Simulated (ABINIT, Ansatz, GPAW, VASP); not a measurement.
## MnPt2: programs and potentials compared

```
CELL_PARAMETERS angstrom
2.85840 0.00000 0.00000
-1.42920 2.47545 0.00000
0.00000 0.00000 6.53250
ATOMIC_POSITIONS crystal
Pt 0.66667 0.33333 0.31621
Pt 0.33333 0.66667 0.68379
Mn 0.00000 0.00000 0.00000
```

The cell comes from a database or a generator and needn't be the stable form of this composition.

Alike in all runs: task single point; functional PBE; k mesh 11 × 11 × 4; occupations fermi-dirac, width 0.05 eV; collinear spin, ferromagnetic start; no spin-orbit coupling. Pressure is positive in compression and, in plane waves, holds the error of the finite cutoff, which Ansatz's Pulay term estimates and takes out.

```json
{"program and potentials": "Ansatz, Ansatz PAW", "plane-wave cutoff (eV)": "420", "notes": "17 valence electrons an atom on average; Pulay term of +0.07 GPa included", "pressure (GPa)": "-0.46", "net moment per atom (μB)": "1.52"}
{"program and potentials": "GPAW, GPAW PAW data sets (gpaw-data 1.2.1)", "plane-wave cutoff (eV)": "600", "notes": "15.67 valence electrons an atom on average", "pressure (GPa)": "-0.32", "net moment per atom (μB)": "1.50"}
{"program and potentials": "Ansatz, all-electron LAPW, scalar-relativistic", "plane-wave cutoff (eV)": "-", "notes": "-", "pressure (GPa)": "-0.48", "net moment per atom (μB)": "1.52"}
{"program and potentials": "ABINIT, JTH PAW PBE v2.0", "plane-wave cutoff (eV)": "707", "notes": "11.67 valence electrons an atom on average", "pressure (GPa)": "-0.08", "net moment per atom (μB)": "1.52"}
{"program and potentials": "VASP, PBE PAW files Mn_pv, Pt, 520 eV", "plane-wave cutoff (eV)": "520", "notes": "11 valence electrons an atom on average", "pressure (GPa)": "-0.64", "net moment per atom (μB)": "1.52"}
```

Force on atom 1 (Pt), eV/Å:

```csv
program and potentials,x,y,z
"Ansatz, Ansatz PAW",0.000,0.000,0.024
"GPAW, GPAW PAW data sets (gpaw-data 1.2.1)",0.000,0.000,0.075
"Ansatz, all-electron LAPW, scalar-relativistic",0.000,0.000,0.025
"ABINIT, JTH PAW PBE v2.0",0.000,0.000,0.042
"VASP, PBE PAW files Mn_pv, Pt, 520 eV",0.000,0.000,0.034
```

The pressure spans -0.64 (VASP, PBE PAW files Mn_pv, Pt, 520 eV) to -0.08 GPa (ABINIT, JTH PAW PBE v2.0), with all-electron results at -0.48. The net moment per atom spans 1.50 (GPAW, GPAW PAW data sets (gpaw-data 1.2.1)) to 1.52 μB (VASP, PBE PAW files Mn_pv, Pt, 520 eV), with all-electron results at 1.52. The state is the one that the start led to, which needn't be the lowest.

Differences between rows come from potentials, basis sets and numerical settings, since the functional is the same but for its coding. Runs on potential files found faulty are left out.

All five runs give nearly the same ferromagnetic solution, with a net moment of 1.50 to 1.52 μB per atom. The moment probably sits mainly on Mn, where strong intra-atomic exchange splits the 3d states, while hybridization with the broad Pt 5d band induces a smaller polarization there. A large exchange splitting would also explain why the moment responds so little to the choice of potential.

The negative pressures mean that the cell is slightly stretched and would tend to contract. The force on Pt lies along z, as the threefold axis requires, and pushes it away from the Mn layer towards the neighbouring Pt layer. Its sign is common to all runs, but its size is less certain: GPAW gives 0.075 eV/Å against 0.025 in the all-electron run. ABINIT, by contrast, departs most in pressure, so agreement in one quantity doesn't guarantee it in another. Nor does the number of valence electrons order the pressures. A near-zero mean pressure leaves open whether the in-plane and axial stresses vanish separately.
